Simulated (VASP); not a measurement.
An input for Quantum ESPRESSO's pw.x (written as the equivalent of a VASP run, and not itself run):

```
&CONTROL
  calculation = 'scf'
  pseudo_dir = './pseudo'
  outdir = './out'
  tprnfor = .true.
  tstress = .true.
/
&SYSTEM
  ibrav = 0
  nat = 6
  ntyp = 3
  ecutwfc = 100
  occupations = 'smearing'
  smearing = 'gaussian'
  degauss = 0.0147
  input_dft = 'pbesol'
/
&ELECTRONS
  conv_thr = 7.3e-08
  electron_maxstep = 100
/
ATOMIC_SPECIES
  Lu 174.967 Lu.upf
  B 10.810 B.upf
  Rh 102.906 Rh.upf
CELL_PARAMETERS angstrom
     5.4038100    0.0000000    0.0000000
    -2.7019050    4.6798370    0.0000000
     0.0000000    0.0000000    3.1188000
ATOMIC_POSITIONS crystal
  Lu  -0.0198050  0.0109140  0.5067530
  B    0.3609170  0.6781250  0.5068610
  B    0.6680360  0.3352130  0.4723350
  Rh   0.5124980  0.5056510  0.0219650
  Rh  -0.0216000  0.4814170 -0.0137010
  Rh   0.4999530 -0.0113210  0.0057870
K_POINTS automatic
  4 4 6 0 0 0
```

Problem. Translate this input to VASP (INCAR, KPOINTS, POSCAR, choice of POTCAR).

Solution. Several could match; the one computed here: 
File POSCAR:
```
LuB2Rh3
5.403810
  1.0000000000   0.0000000000   0.0000000000
 -0.5000000000   0.8660254524   0.0000000000
  0.0000000000   0.0000000000   0.5771483453
Lu B Rh
1 2 3
Cart
 -0.0252620000   0.0094518018   0.2924716554
  0.0218545000   0.5872735099   0.2925339875
  0.5004295000   0.2903029900   0.2726073637
  0.2596725000   0.4379066360   0.0126770634
 -0.2623085000   0.4169193752  -0.0079075095
  0.5056135000  -0.0098042741   0.0033399575
```

File KPOINTS:
```
kpoints
0
gamma
 4 4 6
0 0 0
```

### INCAR
```
# general
SYSTEM  = LuB2Rh3
PREC    = Accurate
ENCUT   = 400   # plane-wave cut-off (eV)
LREAL   = .FALSE.
LASPH   = .TRUE.   # aspherical one-centre terms

# electronic loop
EDIFF   = 1E-6   # SCF stop (eV)
NELM    = 100   # most electronic steps
ALGO    = Normal   # blocked Davidson
LMAXMIX = 6

# smearing
ISMEAR  = 0
SIGMA   = 0.2   # width (eV)

# functional
GGA     = PS   # PBEsol

# ions
ISIF    = 2

# output
LWAVE   = .FALSE.
LCHARG  = .FALSE.
```

POTCAR, in this order: Lu_3 B Rh_pv (PBE.64 set). Program: vasp_std.

The two are equivalent in intent, not identical: the potentials are each code's own (VASP's PAW set, PseudoDojo norm-conserving files in pw.x), so ENCUT and ecutwfc are chosen apart and not converted; conv_thr bounds pw.x's estimated SCF error, while EDIFF bounds the energy change between steps.

The structure comes from a computed database's LuB2Rh3 entry; how it stands against other phases isn't given here. The cell was not relaxed at this level, atoms are displaced from their ideal sites. The k-mesh is coarse (spacing up to 0.34 per Å, 2π included), so the numbers may not be converged in it.
